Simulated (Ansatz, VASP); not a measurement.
In3Cu: VASP beside Ansatz

Contents of INCAR:

```
SYSTEM = In3Cu
PREC = Accurate
ENCUT = 520
EDIFF = 1E-7
ISMEAR = 0
SIGMA = 0.05
LREAL = .FALSE.
LASPH = .TRUE.
NELM = 60
ALGO = Normal
ISIF = 2
LWAVE = .FALSE.
LCHARG = .FALSE.
GGA = PS
NBANDS = 33
```

File KPOINTS:

```
Automatic mesh
0
G
  5 5 5
  0 0 0
```

Contents of POSCAR:

```
In3Cu
1.0
    4.4827700000      0.0000000000      0.0000000000
    0.0000000000      4.4827700000      0.0000000000
    0.0000000000      0.0000000000      4.4827700000
In Cu
3 1
Direct
    0.0000000000      0.5000000000      0.5000000000
    0.5000000000      0.0000000000      0.5000000000
    0.5000000000      0.5000000000      0.0000000000
    0.0000000000      0.0000000000      0.0000000000
```

Input for Ansatz:

```yaml
crystal:
  lattice:
    - [4.48277, 0.0, 0.0]
    - [0.0, 4.48277, 0.0]
    - [0.0, 0.0, 4.48277]
  atoms:
    - { symbol: In, position: [0.0, 0.5, 0.5] }
    - { symbol: In, position: [0.5, 0.0, 0.5] }
    - { symbol: In, position: [0.5, 0.5, 0.0] }
    - { symbol: Cu, position: [0.0, 0.0, 0.0] }
basis:
  ecutwfc: 420.0
kpoints:
  mp_grid:
    grid: [5, 5, 5]
hamiltonian:
  xc: pbesol
scf:
  occupations:
    method: gaussian
    width: 0.05
output:
  forces: true
  stress: true
```

The cell comes from a database or a generator and needn't be the stable form of this composition.

Alike in both runs: task single point; functional PBEsol; k mesh 5 × 5 × 5; occupations gaussian, width 0.05 eV; no spin polarisation.

|  | VASP | Ansatz |
| --- | --- | --- |
| version | VASP 6.6.1 | Ansatz 0.2.0 |
| potentials or method | VASP PAW PBE potentials, release 64 (In_d, Cu) | plane waves, PAW |
| plane-wave cutoff (eV) | 520 | 420 |
| valence electrons in the cell | 50 | 58 |

|  | VASP | Ansatz | Ansatz less VASP |
| --- | --- | --- | --- |
| pressure (GPa) | -2.7 | -2.8 | -0.04 |

With one functional, cell and mesh, what is left measures potentials, basis and numerics. The two sets of potentials don't hold the same shells in valence.

Caveats: the PAW data sets were made with another functional, which shifts forces and pressure a little (VASP).
